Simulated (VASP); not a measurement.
Input:

```
CELL_PARAMETERS angstrom
      3.64951     0.00000     0.00000
     -1.82475     3.16057     0.00000
      0.00000     0.00000    12.07286
ATOMIC_POSITIONS crystal
  Sn 0.33333 0.66667 0.62502
  Sn 0.66667 0.33333 0.12502
  S  0.66667 0.33333 0.74717
  S  0.33333 0.66667 0.24717
  S  0.00000 0.00000 0.00281
  S  0.00000 0.00000 0.50281
```

These are PBEsol GGA with spin-orbit coupling, VASP's PBE PAW potentials (set 64) (plane waves; VASP) values and carry that method's errors. Settings: 400 eV cut-off, 6×6×2 Γ-centred mesh, Gaussian smearing of 0.050 eV, potentials Sn_d S.

Without a dispersion term in the relaxation, distances and binding between the weakly bound layers, chains or molecules are unreliable, and so is what depends on them.

Problem. What does the run give for the energy per atom (σ→0), band gap (over mesh and band path) with the smallest direct gap where there is one?

Solution. 
The band gap (over mesh and band path) comes out as 1.24 eV, the smallest direct gap (over mesh and band path) is 1.47 eV and the energy per atom (σ→0) comes out as -4.770 eV/atom.

Only differences to runs with the same potentials and settings are physical.

The structure comes from a computed database's SnS2 entry (P6_3mc); how it stands against other phases isn't given here. It was relaxed first.
